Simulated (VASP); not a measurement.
A calculation with VASP 6.6.1 of Ba3Y (native input, structure from a POSCAR):

File INCAR:

```
SYSTEM = Ba3Y
ALGO = Normal
EDIFF = 1E-6
ENCUT = 520
GGA = PS
ISIF = 2
ISMEAR = 0
LASPH = .TRUE.
LCHARG = .TRUE.
LELF = .TRUE.
LREAL = .FALSE.
LVHAR = .TRUE.
LWAVE = .FALSE.
NELM = 100
PREC = Accurate
SIGMA = 0.05
```

Contents of KPOINTS:

```
k-points
0
G
  4 4 4
  0 0 0
```

File POSCAR:

```
Ba3Y
1.0
    8.4442178688      0.0000000000      0.0000000000
   -4.2221089344      7.3129071894      0.0000000000
    0.0000000000      0.0000000000      6.7361720000
Ba Y
6 2
Cartesian
    0.0000000000      2.5173074891      1.6840430000
   -2.0420566997      6.0542534448      1.6840430000
    2.0420566997      6.0542534448      1.6840430000
    4.2221089344      4.7955997003      5.0521290000
    6.2641656341      1.2586537446      5.0521290000
    2.1800522347      1.2586537446      5.0521290000
   -0.0000000004      4.8752714598      5.0521290000
    4.2221089348      2.4376357296      1.6840430000
```

Potentials or basis: VASP PAW PBE potentials, release 64 (Ba_sv, Y_sv).

Run with:

```sh
$ cat potpaw_PBE.64/Ba_sv/POTCAR potpaw_PBE.64/Y_sv/POTCAR > POTCAR
$ mpirun -np 1 vasp_std > vasp.out
```

The cell comes from a database or a generator and needn't be the stable form of this composition.

Question: Write the same calculation in another form: ASE script, structure typed inline.

Answer: As run:

Contents of run.py:

```python
from ase import Atoms
from ase.calculators.vasp import Vasp
from ase.dft.bandgap import bandgap

atoms = Atoms(
    ['Ba', 'Ba', 'Ba', 'Ba', 'Ba', 'Ba', 'Y', 'Y'],
    cell=[[8.4442178688, 0.0, 0.0], [-4.2221089344, 7.3129071894, 0.0], [0.0, 0.0, 6.736172]],
    scaled_positions=[[0.172114005, 0.34422801, 0.25], [0.172114005, 0.827885995, 0.25], [0.65577199, 0.827885995, 0.25], [0.827885995, 0.65577199, 0.75], [0.827885995, 0.172114005, 0.75], [0.34422801, 0.172114005, 0.75], [0.3333333333, 0.6666666667, 0.75], [0.6666666667, 0.3333333333, 0.25]],
    pbc=True,
)
calc = Vasp(
    directory='calc',
    xc='pbesol',
    pp='PBE',
    setups='recommended',
    prec='Accurate',
    encut=520,
    ediff=1e-06,
    ismear=0,
    sigma=0.05,
    lreal=False,
    lasph=True,
    nelm=60,
    algo='Normal',
    isif=2,
    lwave=False,
    lcharg=False,
    kpts=[4, 4, 4],
    gamma=True,
    nbands=51,
)
atoms.calc = calc

print('energy (eV):', atoms.get_potential_energy())
print('free energy (eV):', atoms.get_potential_energy(force_consistent=True))
print('forces (eV/A):')
print(atoms.get_forces())
print('stress (eV/A^3, Voigt):', atoms.get_stress())
print('Fermi level (eV):', calc.get_fermi_level())
gap, top, bottom = bandgap(calc)
print('band gap (eV):', gap, 'from (spin, k, band)', top, 'to', bottom)
```

Potentials or basis: VASP PAW PBE potentials, release 64 (Ba_sv, Y_sv).

The run is started by

```bash
$ python run.py
```

Both were run:

|  | native input, structure from a POSCAR | ASE script, structure typed inline |
| --- | --- | --- |
| Pressure | -1.0 GPa | -1.0 GPa |
| Band gap on the k mesh | none (metal or under the smearing width) | none (metal or under the smearing width) |

Keys that steer only the numerical path or the files written may differ.

Caveat: the PAW data sets were made with another functional, which shifts forces and pressure a little.
